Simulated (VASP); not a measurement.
Elastic constants (GPa) of a crystal from VASP with r2SCAN meta-GGA, VASP's PBE PAW potentials (set 64):

|  | xx | yy | zz | yz | xz | xy |
|---|---|---|---|---|---|---|
| xx | 290.5 | 68.4 | 68.4 | 0.0 | 0.0 | 0.0 |
| yy | 68.4 | 290.5 | 68.4 | 0.0 | 0.0 | 0.0 |
| zz | 68.4 | 68.4 | 290.5 | 0.0 | 0.0 | 0.0 |
| yz | 0.0 | 0.0 | 0.0 | 157.5 | 0.0 | 0.0 |
| xz | 0.0 | 0.0 | 0.0 | 0.0 | 157.5 | 0.0 |
| xy | 0.0 | 0.0 | 0.0 | 0.0 | 0.0 | 157.5 |

Q: Work out the Voigt, Reuss and Hill moduli, Young's modulus and Poisson's ratio.

A: All eigenvalues are positive (smallest 157.5 GPa), so the crystal is stable. K_V = (C11+C22+C33+2(C12+C13+C23))/9 = (871.5 + 2×205.2)/9 = 142.4 GPa; G_V = (871.5 − 205.2 + 3×472.5)/15 = 138.9 GPa. From the compliances, K_R = 142.4 GPa and G_R = 134.9 GPa. Hill: K = 142.4 GPa, G = 136.9 GPa, E = 9KG/(3K+G) = 311.1 GPa, ν = (3K−2G)/(2(3K+G)) = 0.136. K/G = 1.04, below Pugh's 1.75; universal anisotropy A^U = 0.15.

Q: With a density of 5.19 g/cm³, what are the mean sound speeds?

A: v_l = √((K+4G/3)/ρ) = 7.91 km/s and v_t = √(G/ρ) = 5.13 km/s. The crystal is BAs (zinc blende), cubic.

The compound is BAs in the zinc blende structure. It was relaxed first.
